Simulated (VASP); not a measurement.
Level of theory: revTPSS meta-GGA, VASP's PBE PAW potentials (set 64) (plane waves; VASP).

Input for VASP

### KPOINTS
```
Automatic mesh
0
Gamma
5 5 3
0 0 0
```

POSCAR:
```
CdSe
1
    2.1622727506    -3.7451660235     0.0000000000
    2.1622727506     3.7451660235     0.0000000000
    0.0000000000     0.0000000000     7.0344088285
Cd Se
2 2
Direct
  0.6666670000   0.3333330000   0.5001200235
  0.3333330000   0.6666670000   0.0001200235
  0.6666670000   0.3333330000   0.8758799765
  0.3333330000   0.6666670000   0.3758799765
```

### INCAR
```
ALGO  =  Normal   ! blocked Davidson
LMIXTAU  =  .TRUE.
IBRION  =  2   ! conjugate gradients
NELM  =  100   ! most electronic steps
SYSTEM  =  CdSe
EDIFFG  =  -0.02   ! ionic stop
LASPH  =  .TRUE.   ! aspherical one-centre terms
LCHARG  =  .FALSE.
EDIFF  =  1E-6   ! SCF stop (eV)
ENCUT  =  520
LWAVE  =  .FALSE.
PREC  =  Accurate
LREAL  =  .FALSE.   ! projection in real space or not
ISIF  =  3
LMAXMIX  =  4
METAGGA  =  RTPSS
SIGMA  =  0.05
NSW  =  60   ! most ionic steps
ISMEAR  =  0
```

POTCAR, in this order: Cd Se (PBE.64 set). Program: vasp_std.

Output

### OUTCAR
```
 ion  position               nearest neighbor table
   1  0.667  0.333  0.500-   3 2.64   4 2.65   4 2.65   4 2.65
   2  0.333  0.667  0.000-   4 2.64   3 2.65   3 2.65   3 2.65
   3  0.667  0.333  0.876-   1 2.64   2 2.65   2 2.65   2 2.65
   4  0.333  0.667  0.376-   2 2.64   1 2.65   1 2.65   1 2.65
  LATTYP: Found a hexagonal cell.
 ALAT       =     4.3245452930
 C/A-ratio  =     1.6266239227
 Subroutine PRICEL returns:
 Original cell was already a primitive cell.
 Subroutine GETGRP returns: Found 12 space group operations
The static configuration has the point symmetry C_3v.
 The point group associated with its full space group is C_6v.
The dynamic configuration has the point symmetry C_3v.
 Subroutine INISYM returns: Found 12 space group operations
 Subroutine IBZKPT returns following result:
 Found     10 irreducible k-points:

 Following reciprocal coordinates:
            Coordinates               Weight
  0.000000  0.000000  0.000000      1.000000
  0.200000  0.000000  0.000000      6.000000
  0.400000 -0.000000  0.000000      6.000000
  0.200000  0.200000  0.000000      6.000000
  0.400000  0.200000  0.000000      6.000000
...
```

**OSZICAR**
```
       N       E                     dE             d eps       ncg     rms          rms(c)
DAV:   1     0.306594335762E+03    0.30659E+03   -0.16785E+04   552   0.154E+03
DAV:   2     0.454736913914E+02   -0.26112E+03   -0.24971E+03   544   0.406E+02
DAV:   3     0.276657080663E+02   -0.17808E+02   -0.17708E+02   608   0.109E+02
DAV:   4     0.272304596471E+02   -0.43525E+00   -0.43457E+00   538   0.206E+01
DAV:   5     0.272179520081E+02   -0.12508E-01   -0.12492E-01   622   0.336E+00    0.990E+00
DAV:   6     0.339566537972E+02    0.67387E+01   -0.82285E+00   440   0.410E+01    0.790E+00
DAV:   7     0.374831337098E+02    0.35265E+01   -0.22247E+00   530   0.154E+01    0.619E+00
DAV:   8     0.323964413791E+02   -0.50867E+01   -0.12732E+01   464   0.350E+01    0.885E+00
DAV:   9     0.374493614483E+02    0.50529E+01   -0.85362E+00   452   0.315E+01    0.975E-01
DAV:  10     0.373155198169E+02   -0.13384E+00   -0.20919E-01   500   0.426E+00    0.114E+00
DAV:  11     0.373415886370E+02    0.26069E-01   -0.42433E-03   508   0.679E-01    0.780E-01
DAV:  12     0.372920472093E+02   -0.49541E-01   -0.75844E-02   440   0.300E+00    0.511E-01
DAV:  13     0.372474931599E+02   -0.44554E-01   -0.30357E-02   440   0.174E+00    0.290E-01
DAV:  14     0.372351621796E+02   -0.12331E-01   -0.22702E-03   500   0.531E-01    0.218E-01
DAV:  15     0.372364023077E+02    0.12401E-02   -0.94098E-04   446   0.269E-01    0.250E-01
DAV:  16     0.372335862103E+02   -0.28161E-02   -0.61995E-04   494   0.262E-01    0.141E-01
DAV:  17     0.372335211875E+02   -0.65023E-04   -0.10942E-04   482   0.820E-02    0.485E-02
DAV:  18     0.372335556120E+02    0.34425E-04   -0.39068E-05   452   0.577E-02    0.159E-02
DAV:  19     0.372334680061E+02   -0.87606E-04   -0.47416E-05   440   0.611E-02    0.464E-02
DAV:  20     0.372334801895E+02    0.12183E-04   -0.12092E-05   524   0.405E-02    0.461E-02
DAV:  21     0.372334706201E+02   -0.95694E-05   -0.51969E-06   368   0.203E-02    0.644E-03
DAV:  22     0.372334662262E+02   -0.43939E-05   -0.23727E-06   360   0.136E-02    0.262E-03
DAV:  23     0.372334656626E+02   -0.56363E-06   -0.43917E-07   256   0.758E-03
   1 F= 0.37233466E+02 E0= 0.37233466E+02  d E =0.372335E+02
       N       E                     dE             d eps       ncg     rms          rms(c)
DAV:   1     0.369417071961E+02   -0.29176E+00   -0.71891E+00   458   0.293E+01    0.449E+00
DAV:   2     0.371954410556E+02    0.25373E+00   -0.64410E-01   446   0.103E+01    0.154E+00
DAV:   3     0.372177508870E+02    0.22310E-01   -0.78417E-02   482   0.258E+00    0.137E+00
DAV:   4     0.372351253955E+02    0.17375E-01   -0.16111E-02   440   0.899E-01    0.310E-01
DAV:   5     0.372379415137E+02    0.28161E-02   -0.12047E-02   440   0.108E+00    0.830E-02
DAV:   6     0.372256747768E+02   -0.12267E-01   -0.61470E-03   440   0.695E-01    0.442E-02
DAV:   7     0.372233827960E+02   -0.22920E-02   -0.62523E-04   470   0.219E-01    0.175E-02
DAV:   8     0.372234574984E+02    0.74702E-04   -0.11599E-04   470   0.101E-01    0.197E-02
DAV:   9     0.372233609425E+02   -0.96556E-04   -0.60158E-05   458   0.789E-02    0.873E-03
DAV:  10     0.372233466883E+02   -0.14254E-04   -0.11296E-05   470   0.393E-02    0.368E-03
DAV:  11     0.372233465006E+02   -0.18774E-06   -0.32933E-06   372   0.197E-02
   2 F= 0.37223347E+02 E0= 0.37223347E+02  d E =-.101192E-01
       N       E                     dE             d eps       ncg     rms          rms(c)
DAV:   1     0.372081828080E+02   -0.15164E-01   -0.35800E-01   458   0.640E+00    0.934E-01
DAV:   2     0.372213742883E+02    0.13191E-01   -0.34896E-02   446   0.238E+00    0.316E-01
DAV:   3     0.372223596236E+02    0.98534E-03   -0.43542E-03   470   0.587E-01    0.277E-01
DAV:   4     0.372232467445E+02    0.88712E-03   -0.75168E-04   440   0.214E-01    0.518E-02
DAV:   5     0.372230862272E+02   -0.16052E-03   -0.63833E-04   440   0.259E-01    0.245E-02
DAV:   6     0.372226060887E+02   -0.48014E-03   -0.27265E-04   440   0.152E-01    0.886E-03
DAV:   7     0.372224793768E+02   -0.12671E-03   -0.30138E-05   470   0.487E-02    0.313E-03
DAV:   8     0.372224792891E+02   -0.87700E-07   -0.54313E-06   398   0.208E-02
   3 F= 0.37222479E+02 E0= 0.37222479E+02  d E =-.109864E-01
```

File OUTCAR:
```
------------------------ aborting loop because EDIFF is reached ----------------------------------------
  FORCE on cell =-STRESS in cart. coord.  units (eV):
  Direction    XX          YY          ZZ          XY          YZ          ZX
  --------------------------------------------------------------------------------------
  Total       -0.0030110     -0.0030110     -0.0226651      0.0000000      0.0000000      0.0000000
  in kB       -0.0413033     -0.0413033     -0.3109047      0.0000000      0.0000000      0.0000000
  external PRESSURE =      -0.1311704 kB  Pullay stress =       0.0000000 kB
  volume of cell :      116.80
      direct lattice vectors                 reciprocal lattice vectors
     2.179815154 -3.775550351  0.000000000     0.229377248 -0.132431024  0.000000000
     2.179815154  3.775550351  0.000000000     0.229377248  0.132431024  0.000000000
    -0.000000000  0.000000000  7.095942992     0.000000000  0.000000000  0.140925597
  FREE ENERGIE OF THE ION-ELECTRON SYSTEM (eV)
  ---------------------------------------------------
  free  energy   TOTEN  =        37.2224792891 eV

  energy  without entropy=       37.2224792891  energy(sigma->0) =       37.22247929

 reached required accuracy - stopping structural energy minimisation
```
(Selected blocks of OUTCAR.)

CONTCAR:
```
CdSe
   1.00000000000000
     2.1798151535242236   -3.7755503508014949    0.0000000000000000
     2.1798151535242236    3.7755503508014949    0.0000000000000000
    -0.0000000000000000    0.0000000000000000    7.0959429920483874
  Cd              Se
     2     2
Direct
     0.6666669999999968    0.3333330000000032    0.4999901214543749
     0.3333330000000032    0.6666669999999968    0.9999901214543749
     0.6666669999999968    0.3333330000000032    0.8760098785456298
     0.3333330000000032    0.6666669999999968    0.3760098785456298
```

OUTCAR:
```
 val. band max:        0.5550078532   @ k =   0.0000   0.0000   0.0000

 cond. band min:       1.3516577522   @ k =   0.0000   0.0000   0.0000


 Fermi energy:         0.8039911229

 k-point     1 :       0.0000    0.0000    0.0000
  band No.  band energies     occupation
      1     -11.9868      2.00000
      2     -11.6242      2.00000
      3      -7.2235      2.00000
      4      -7.2172      2.00000
      5      -7.2172      2.00000
      6      -7.1532      2.00000
      7      -7.1532      2.00000
      8      -6.9187      2.00000
      9      -6.9187      2.00000
     10      -6.8595      2.00000
     11      -6.8595      2.00000
     12      -6.6088      2.00000
     13      -3.6303      2.00000
     14      -0.1694      2.00000
     15      -0.1694      2.00000
     16       0.5197      2.00000
     17       0.5550      2.00000
     18       0.5550      2.00000
     19       1.3517      0.00000
     20       2.8858      0.00000
     21       6.6116      0.00000
     22       6.6116      0.00000

 k-point     2 :       0.2000    0.0000    0.0000
  band No.  band energies     occupation
      1     -11.8774      2.00000
      2     -11.5766      2.00000
      3      -7.1909      2.00000
      4      -7.1810      2.00000
      5      -7.1321      2.00000
      6      -7.1000      2.00000
      7      -7.0987      2.00000
      8      -6.9365      2.00000
      9      -6.9154      2.00000
     10      -6.8875      2.00000
     11      -6.8526      2.00000
     12      -6.5489      2.00000
     13      -3.4107      2.00000
     14      -1.4438      2.00000
     15      -1.0689      2.00000
     16      -0.5785      2.00000
     17       0.2357      2.00000
     18       0.3055      2.00000
     19       2.8879      0.00000
     20       3.9978      0.00000
     21       5.8822      0.00000
     22       6.8117      0.00000

 k-point     3 :       0.4000   -0.0000    0.0000
  band No.  band energies     occupation
      1     -11.6760      2.00000
...
```

Energy and stress use the plane-wave basis of the starting cell.

The compound is CdSe in the wurtzite structure. This run relaxes it. Symmetry was kept, so distortions that lower it aren't found. The start is the result of an earlier pass.
